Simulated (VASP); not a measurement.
# A VASP study of Fe (LDA): structure first, properties next, part 2 of 4

What structure and properties does LDA give Fe, and how near are they to the measured ones? The start is a cell from a database of measured crystal structures.

VASP 6.6.1; LDA, spin-polarised from a ferromagnetic start (one magnetic atom a cell); plane waves and PAW (Fe).

Still holding for the runs below: The cell holds one magnetic atom, so no antiferromagnetic order fits into it.

So far, moment of the cell, from the last line of the log (μB): step 2 (full relaxation (LDA)) 1.99. The relaxed cell has a = 2.748 Å (conventional setting).

The database entry behind the starting cell differs from later determinations by our own check (an axis about 0.7 % long against later determinations), so it need not match the best structure at ambient conditions.

## (3) Second relaxation

A relaxation keeps the plane waves of the cell it began with, so it is repeated from the new cell, on a basis made for it.

File INCAR:

```
SYSTEM = Fe
PREC = Accurate
ENCUT = 400
EDIFF = 1E-06
NELM = 100
ISMEAR = 1
SIGMA = 0.2
LREAL = .FALSE.
ALGO = Normal
GGA = CA
NBANDS = 10
ISPIN = 2
MAGMOM = 3
LMAXMIX = 4
LORBIT = 11
LWAVE = .FALSE.
LCHARG = .FALSE.
KPAR = 2
IBRION = 2
NSW = 60
ISIF = 3
EDIFFG = -0.01
```

File POSCAR:

```
Fe
1.0
   -1.3742204346      1.3742204346      1.3742204346
    1.3742204346     -1.3742204346      1.3742204346
    1.3742204346      1.3742204346     -1.3742204346
Fe
1
Direct
    0.0000000000      0.0000000000      0.0000000000
```

File KPOINTS:

```
Automatic mesh
0
Gamma
13 13 13
0 0 0
```

PAW data sets: Fe (LDA family, release 64).

Started as:

```
> mpirun -np 2 vasp_std
```

The log of the run:

```text
[... set-up lines as in an earlier step ...]
 entering main loop
       N       E                     dE             d eps       ncg     rms          rms(c)
DAV:   1     0.116064206802E+02    0.11606E+02   -0.34898E+03  3658   0.844E+02
DAV:   2    -0.988249902921E+01   -0.21489E+02   -0.19771E+02  3414   0.116E+02
DAV:   3    -0.102384803758E+02   -0.35598E+00   -0.35494E+00  3760   0.194E+01
DAV:   4    -0.102399924114E+02   -0.15120E-02   -0.15118E-02  3640   0.113E+00
DAV:   5    -0.102400049394E+02   -0.12528E-04   -0.12528E-04  3688   0.998E-02    0.132E+01
DAV:   6    -0.929698174031E+01    0.94302E+00   -0.10061E+01  3630   0.519E+01    0.442E+00
DAV:   7    -0.924744850385E+01    0.49533E-01   -0.43389E-01  3694   0.108E+01    0.286E+00
DAV:   8    -0.923607648358E+01    0.11372E-01   -0.47423E-03  4190   0.528E-01    0.133E+00
DAV:   9    -0.922713894140E+01    0.89375E-02   -0.64477E-03  4348   0.611E-01    0.284E-01
DAV:  10    -0.922714680828E+01   -0.78669E-05   -0.33434E-05  4080   0.929E-02    0.223E-01
DAV:  11    -0.922722047305E+01   -0.73665E-04   -0.29627E-04  4242   0.235E-01    0.255E-02
DAV:  12    -0.922722348194E+01   -0.30089E-05   -0.13857E-06  2448   0.181E-02    0.143E-02
DAV:  13    -0.922722574093E+01   -0.22590E-05   -0.10212E-06  1892   0.963E-03    0.125E-02
DAV:  14    -0.922722461608E+01    0.11249E-05   -0.39095E-07  1692   0.813E-03    0.128E-03
DAV:  15    -0.922722467884E+01   -0.62760E-07   -0.13098E-08  1692   0.177E-03
   1 F= -.92272247E+01 E0= -.92272978E+01  d E =-.922722E+01  mag=     1.9894
 curvature:   0.00 expect dE= 0.000E+00 dE for cont linesearch  0.000E+00
 trial: gam= 0.00000 g(F)=  0.235E-63 g(S)=  0.876E-04 ort = 0.000E+00 (trialstep = 0.100E+01)
 search vector abs. value=  0.876E-04
 bond charge predicted
       N       E                     dE             d eps       ncg     rms          rms(c)
DAV:   1    -0.922819667021E+01   -0.97205E-03   -0.20500E-02  3598   0.257E+00    0.302E-01
DAV:   2    -0.922731942707E+01    0.87724E-03   -0.89058E-03  3652   0.143E+00    0.248E-01
DAV:   3    -0.922722401095E+01    0.95416E-04   -0.55395E-04  3652   0.378E-01    0.974E-02
DAV:   4    -0.922721351195E+01    0.10499E-04   -0.47831E-06  3708   0.349E-02    0.219E-02
DAV:   5    -0.922720454047E+01    0.89715E-05   -0.10403E-05  3584   0.294E-02    0.316E-03
DAV:   6    -0.922720458716E+01   -0.46690E-07   -0.11836E-07  1688   0.361E-03
   2 F= -.92272046E+01 E0= -.92272330E+01  d E =0.200917E-04  mag=     1.9842
 trial-energy change:    0.000020  1 .order    0.000017   -0.000088    0.000122
 step:   0.4180(harm=  0.4180)  dis= 0.00000  next Energy=    -9.227243 (dE=-0.183E-04)
 bond charge predicted
       N       E                     dE             d eps       ncg     rms          rms(c)
DAV:   1    -0.922757926162E+01   -0.37472E-03   -0.69499E-03  3598   0.150E+00    0.176E-01
DAV:   2    -0.922728085793E+01    0.29840E-03   -0.30138E-03  3654   0.828E-01    0.144E-01
DAV:   3    -0.922724922202E+01    0.31636E-04   -0.18375E-04  3650   0.218E-01    0.572E-02
DAV:   4    -0.922724565572E+01    0.35663E-05   -0.15577E-06  3126   0.200E-02    0.130E-02
DAV:   5    -0.922724233718E+01    0.33185E-05   -0.35413E-06  3422   0.165E-02    0.179E-03
DAV:   6    -0.922724238159E+01   -0.44406E-07   -0.34407E-08  1680   0.179E-03
   3 F= -.92272424E+01 E0= -.92272971E+01  d E =-.177028E-04  mag=     1.9873
 curvature:  -0.21 expect dE=-0.924E-07 dE for cont linesearch -0.924E-07
 trial: gam= 0.00000 g(F)=  0.103E-62 g(S)=  0.442E-06 ort =-0.622E-05 (trialstep = 0.884E+00)
 search vector abs. value=  0.442E-06
 reached required accuracy - stopping structural energy minimisation
```

Run time: 24 s. Hardware: 2 MPI ranks of AMD EPYC 7R43, shared host; peak memory 0.18 GiB.

From OUTCAR (step 3):

```text
  LATTYP: Found a body centered cubic cell.
 ALAT       =     2.7484408692

The static configuration has the point symmetry O_h .

 Found     84 irreducible k-points:

   ENCUT  =  400.0 eV  29.40 Ry    5.42 a.u.   3.88  3.88  3.88*2*pi/ulx,y,z

   NELECT =       8.0000    total number of electrons

 E-fermi :   6.8151

 spin component 1
 k-point     1 :       0.0000    0.0000    0.0000
  band No.  band energies     occupation
    ...
      2       4.2335      1.00000
      3       4.2335      1.00000
      4       4.2335      1.00000
      5       5.7971      1.00000
      6       5.7971      1.00000
      7      32.4603      0.00000
      8      32.4603      0.00000
      9      32.4603      0.00000
     10      38.2327      0.00000

 k-point     2 :       0.0769    0.0000    0.0000
  band No.  band energies     occupation
    ...
      2       4.1550      1.00000
      3       4.2254      1.00000
      4       4.3861      1.00000
      5       5.7191      1.00000
      6       5.8040      1.00000
      7      31.0272      0.00000
      8      32.1267      0.00000
      9      32.3567      0.00000
     10      37.5113      0.00000

 k-point     3 :       0.1538    0.0000    0.0000
  band No.  band energies     occupation
    ...
      2       3.9410      1.00000
      3       4.1656      1.00000
      4       4.8216      1.00000
      5       5.5792      1.00000
      6       5.8260      1.00000
      7      27.9767      0.00000
      8      30.9214      0.00000
      9      32.1221      0.00000
     10      35.6661      0.00000

 k-point     4 :       0.2308    0.0000    0.0000
  band No.  band energies     occupation
    ...
      2       3.6491      1.00000
      3       4.0723      1.00000
      4       5.4730      1.00000
      5       5.5531      1.00000
      6       5.8681      1.00000
      7      24.4017      0.00000
      8      29.2131      0.00000
      9      31.8766      0.00000
     10      33.1090      0.00000

  Total        0.0017478      0.0017478      0.0017478     -0.0000000     -0.0000000     -0.0000000
  in kB        0.2701535      0.2701535      0.2701535     -0.0000000     -0.0000000     -0.0000000
  external PRESSURE =       0.2701535 kB  Pullay stress =       0.0000000 kB

  energy-cutoff  :      400.00
  volume of cell :       10.37
      direct lattice vectors                 reciprocal lattice vectors
    -1.373538549  1.373538549  1.373538549     0.000000000  0.364023274  0.364023274
     1.373538549 -1.373538549  1.373538549     0.364023274  0.000000000  0.364023274
     1.373538549  1.373538549 -1.373538549     0.364023274  0.364023274  0.000000000

 POSITION                                       TOTAL-FORCE (eV/Angst)
 -----------------------------------------------------------------------------------
      0.00000      0.00000      0.00000         0.000000     -0.000000     -0.000000
 -----------------------------------------------------------------------------------
    total drift:                                0.000000     -0.000000      0.000000

  FREE ENERGIE OF THE ION-ELECTRON SYSTEM (eV)
  ---------------------------------------------------
  free  energy   TOTEN  =        -9.2272423816 eV

  energy  without entropy=       -9.2274063933  energy(sigma->0) =       -9.22729705

 total charge
# of ion       s       p       d       tot
------------------------------------------
    1        0.528   0.621   6.335   7.484

 magnetization (x)
# of ion       s       p       d       tot
------------------------------------------
    1       -0.010  -0.035   1.999   1.954

[... 5 parts as in an earlier step ...]

[... 10 further parts left out ...]
```

CONTCAR:

```
Fe
   1.00000000000000
    -1.3735385487407441    1.3735385487407441    1.3735385487407441
     1.3735385487407441   -1.3735385487407441    1.3735385487407441
     1.3735385487407441    1.3735385487407441   -1.3735385487407441
  Fe
     1
Direct
     0.0000000000000000    0.0000000000000000    0.0000000000000000
```

Little changed from the start: no atom moved by 0.005 Å and no cell edge by 0.1 %.

Numbers from this step:

```yaml
free_energy_toten: -9.227 eV
energy_at_zero_smearing: -9.227 eV
fermi_energy: 6.815 eV
pressure: 0.02702 GPa
moment_of_the_cell_from_the_last_line_of_the_log: 1.987 μB
scf_cycles_over_all_ionic_steps: 27
```

It ends with forces that vanish by symmetry and a pressure of 0.03 GPa. The volume moved by only 0.15 %, so the volume is settled.

## (4) Single point with fields (LDA)

The relaxed cell gets a fresh self-consistent run, on a basis set for its own volume, to fix the density and to check the remaining stress.

Changes to INCAR since step 3:

```diff
@@ -16,7 +16,5 @@
 LWAVE = .FALSE.
-LCHARG = .FALSE.
-KPAR = 2
-IBRION = 2
-NSW = 60
-ISIF = 3
-EDIFFG = -0.01
+LCHARG = .TRUE.
+ISIF = 2
+LELF = .TRUE.
+LVHAR = .TRUE.
```

File POSCAR:

```
Fe
1.0
   -1.3735385487      1.3735385487      1.3735385487
    1.3735385487     -1.3735385487      1.3735385487
    1.3735385487      1.3735385487     -1.3735385487
Fe
1
Direct
    0.0000000000      0.0000000000      0.0000000000
```

KPOINTS is that of step 3.

Started as:

```
> mpirun -np 2 vasp_std
```

The log of the run:

```text
[banner, memory and clock lines left out]
running    2 mpi-ranks, on    1 nodes
 distrk:  each k-point on    2 cores,    1 groups
 distr:  one band on    1 cores,    2 groups

 POSCAR found type information on POSCAR Fe
 POSCAR found :  1 types and       1 ions
 LDA part: xc-table for (Slater(with rela. corr.)+CA(PZ))
 , standard interpolation
 POSCAR, INCAR and KPOINTS ok, starting setup
 FFT: planning ... GRIDC
 FFT: planning ... GRID_SOFT
 FFT: planning ... GRID
 WAVECAR not read
 entering main loop
       N       E                     dE             d eps       ncg     rms          rms(c)
DAV:   1     0.121653132404E+02    0.12165E+02   -0.34936E+03  3666   0.850E+02
DAV:   2    -0.990548814108E+01   -0.22071E+02   -0.20368E+02  3418   0.119E+02
DAV:   3    -0.102370192366E+02   -0.33153E+00   -0.33064E+00  3728   0.188E+01
DAV:   4    -0.102385183449E+02   -0.14991E-02   -0.14990E-02  3656   0.114E+00
DAV:   5    -0.102385312113E+02   -0.12866E-04   -0.12866E-04  3684   0.103E-01    0.132E+01
DAV:   6    -0.929666862424E+01    0.94186E+00   -0.10024E+01  3626   0.518E+01    0.440E+00
DAV:   7    -0.924744510521E+01    0.49224E-01   -0.42854E-01  3700   0.108E+01    0.285E+00
DAV:   8    -0.923602980106E+01    0.11415E-01   -0.47365E-03  4188   0.529E-01    0.133E+00
DAV:   9    -0.922710456188E+01    0.89252E-02   -0.64742E-03  4372   0.613E-01    0.282E-01
DAV:  10    -0.922710747912E+01   -0.29172E-05   -0.34486E-05  4066   0.955E-02    0.220E-01
DAV:  11    -0.922717879678E+01   -0.71318E-04   -0.29441E-04  4246   0.234E-01    0.255E-02
DAV:  12    -0.922718171676E+01   -0.29200E-05   -0.14481E-06  2432   0.187E-02    0.142E-02
DAV:  13    -0.922718392184E+01   -0.22051E-05   -0.10484E-06  1894   0.975E-03    0.122E-02
DAV:  14    -0.922718287484E+01    0.10470E-05   -0.39682E-07  1710   0.823E-03    0.134E-03
DAV:  15    -0.922718294032E+01   -0.65486E-07   -0.14169E-08  1698   0.183E-03
   1 F= -.92271829E+01 E0= -.92272380E+01  d E =0.165293E-03  mag=     1.9873
```

Run time: 14 s. Hardware: 2 MPI ranks; peak memory 0.15 GiB.

Parts of OUTCAR (step 4):

```text
  LATTYP: Found a body centered cubic cell.
 ALAT       =     2.7470770974

The static configuration has the point symmetry O_h .

 Found     84 irreducible k-points:

   NELECT =       8.0000    total number of electrons

 E-fermi :   6.8151

 spin component 1
 k-point     1 :       0.0000    0.0000    0.0000
  band No.  band energies     occupation
    ...
      2       4.2334      1.00000
      3       4.2334      1.00000
      4       4.2334      1.00000
      5       5.7971      1.00000
      6       5.7971      1.00000
      7      32.4603      0.00000
      8      32.4603      0.00000
      9      32.4603      0.00000
     10      38.2328      0.00000

 k-point     2 :       0.0769    0.0000    0.0000
  band No.  band energies     occupation
    ...
      2       4.1549      1.00000
      3       4.2253      1.00000
      4       4.3860      1.00000
      5       5.7190      1.00000
      6       5.8040      1.00000
      7      31.0272      0.00000
      8      32.1268      0.00000
      9      32.3568      0.00000
     10      37.5113      0.00000

 k-point     3 :       0.1538    0.0000    0.0000
  band No.  band energies     occupation
    ...
      2       3.9410      1.00000
      3       4.1656      1.00000
      4       4.8215      1.00000
      5       5.5792      1.00000
      6       5.8260      1.00000
      7      27.9768      0.00000
      8      30.9215      0.00000
      9      32.1221      0.00000
     10      35.6661      0.00000

 k-point     4 :       0.2308    0.0000    0.0000
  band No.  band energies     occupation
    ...
      2       3.6490      1.00000
      3       4.0722      1.00000
      4       5.4730      1.00000
      5       5.5531      1.00000
      6       5.8681      1.00000
      7      24.4017      0.00000
      8      29.2132      0.00000
      9      31.8766      0.00000
     10      33.1090      0.00000

  Total        0.0005050      0.0005050      0.0005050      0.0000000     -0.0000000      0.0000000
  in kB        0.0780518      0.0780518      0.0780518      0.0000000     -0.0000000      0.0000000
  external PRESSURE =       0.0780518 kB  Pullay stress =       0.0000000 kB

 POSITION                                       TOTAL-FORCE (eV/Angst)
 -----------------------------------------------------------------------------------
      0.00000      0.00000      0.00000         0.000000     -0.000000      0.000000
 -----------------------------------------------------------------------------------
    total drift:                                0.000000      0.000000      0.000000

  FREE ENERGIE OF THE ION-ELECTRON SYSTEM (eV)
  ---------------------------------------------------
  free  energy   TOTEN  =        -9.2271829403 eV

  energy  without entropy=       -9.2273482331  energy(sigma->0) =       -9.22723804

[... 9 parts as in an earlier step ...]

[... 9 further parts left out ...]
```

With spin, VASP writes an ELF for each channel.

Numbers from this step:

```
SCF cycles : 15
pressure   : 0.007805 GPa
```

Valence electrons inside each PAW sphere by angular momentum. Sphere charges, by row:

| atom | s (e) | p (e) | d (e) | tot (e) |
| --- | --- | --- | --- | --- |
| Fe1 | 0.528 | 0.621 | 6.335 | 7.484 |

Spin density in the ac plane of the conventional cell at fractional y = 0.000, with atoms of Fe within 0.2 Å of it.

Ten even steps from '_' (0.0 e/Å³) to '@' (3.1 e/Å³), each cell a mean:
```
%%##==::______________::++##
++==::..______________..--++
::::..__________________..::
____________________________
____________________________
____________________________
____________________________
____________________________
____________________________
::..______________________..
++--::________________..::==
%%**==::______________::==##
@@%%++::____________..--**%%
```
Columns run along a (2.7 Å), rows up along c (2.7 Å), edges of the conventional cell, whose origin can differ from the input's. Atoms in or near the plane, at fractional coordinates: Fe at (0.00, 0.00).

Valence density in the ac plane of the conventional cell at fractional y = 0.000, with atoms of Fe within 0.2 Å of it. It is the smooth field of the valence electrons, not physical close to the nuclei.

Values in e/Å³, 13 rows by 14 columns, each cell a mean:
```
7.0 5.8 3.7 1.7 0.6 0.4 0.3 0.3 0.3 0.4 0.8 2.1 4.1 6.2
4.5 3.7 2.4 1.1 0.5 0.3 0.3 0.3 0.3 0.4 0.6 1.4 2.7 4.0
2.0 1.7 1.1 0.6 0.4 0.3 0.3 0.3 0.3 0.3 0.4 0.7 1.2 1.8
0.7 0.6 0.5 0.4 0.3 0.3 0.3 0.3 0.3 0.3 0.3 0.4 0.5 0.6
0.4 0.4 0.3 0.3 0.3 0.3 0.3 0.3 0.3 0.3 0.3 0.3 0.3 0.4
0.3 0.3 0.3 0.3 0.3 0.3 0.3 0.3 0.3 0.3 0.3 0.3 0.3 0.3
0.3 0.3 0.3 0.3 0.3 0.3 0.3 0.3 0.3 0.3 0.3 0.3 0.3 0.3
0.3 0.3 0.3 0.3 0.3 0.3 0.3 0.3 0.3 0.3 0.3 0.3 0.3 0.3
0.6 0.5 0.4 0.4 0.3 0.3 0.3 0.3 0.3 0.3 0.3 0.4 0.4 0.5
1.4 1.2 0.8 0.5 0.4 0.3 0.3 0.3 0.3 0.3 0.4 0.6 0.9 1.3
3.7 3.1 2.0 1.0 0.5 0.3 0.3 0.3 0.3 0.4 0.5 1.2 2.2 3.3
6.5 5.4 3.4 1.5 0.6 0.4 0.3 0.3 0.3 0.4 0.8 1.9 3.8 5.7
8.0 6.7 4.2 1.9 0.7 0.4 0.3 0.3 0.3 0.4 0.9 2.4 4.7 7.1
```
Columns run along a (2.7 Å), rows up along c (2.7 Å), edges of the conventional cell, whose origin can differ from the input's. Atoms in or near the plane, at fractional coordinates: Fe at (0.00, 0.00).

Electrostatic potential energy in the ac plane of the conventional cell at fractional y = 0.000, with atoms of Fe within 0.2 Å of it. With pseudopotentials it is smooth inside the atoms' cores, unlike the true potential.

Values in eV, 13 rows by 14 columns, each cell a mean:
```
-30 -29 -26 -20 -12  -5  -1   1  -1  -6 -14 -21 -27 -29
-27 -26 -22 -16  -9  -3   0   1   0  -4 -11 -18 -23 -26
-21 -20 -16 -11  -5  -1   1   1   0  -2  -6 -12 -17 -20
-12 -11  -8  -5  -2   0   1   1   1   0  -2  -5  -9 -11
 -5  -4  -2  -1   0   1   1   1   1   1   0  -1  -3  -4
  0   0   0   1   1   1   1   1   1   1   1   1   0   0
  0   0   1   1   1   1   1   1   1   1   1   1   1   0
 -2  -2  -1   0   1   1   1   1   1   1   0   0  -1  -2
-10  -9  -7  -4  -1   0   1   1   1   0  -2  -4  -7 -10
-19 -17 -14  -9  -4  -1   1   1   0  -1  -5 -10 -15 -18
-26 -24 -21 -15  -8  -2   0   1   0  -3 -10 -17 -21 -25
-30 -28 -25 -19 -11  -4   0   1  -1  -5 -13 -21 -26 -29
-30 -30 -27 -21 -13  -5  -1   0  -1  -6 -15 -22 -28 -30
```
Columns run along a (2.7 Å; values clipped at the 3rd and 97th percentile), rows up along c (2.7 Å), edges of the conventional cell, whose origin can differ from the input's. Atoms in or near the plane, at fractional coordinates: Fe at (0.00, 0.00).

In this run the pressure is 0.01 GPa, small enough to go on; single stress components reach 0.01 GPa.

(Continued in part 3 of 4.)

[Lines on the potential files, build, host, timing and source positions are cut from VASP's logs without a mark.]

[Logs are printed without paths, hosts, clocks, repeated set-up lines and the standing remarks that a program may print on its own settings, such as how far it seeks lower states.]

[Hosts, paths, dates, database ids (printed as entryN), source tags and the programs' standing remarks are cut or masked in the printed files.]

[A measured line is paired with the nearest computed mode of its activity, which favours agreement.]

[In band tables of VASP the shares of atoms and orbitals are scaled to a sum of 1 inside the atoms' spheres.]
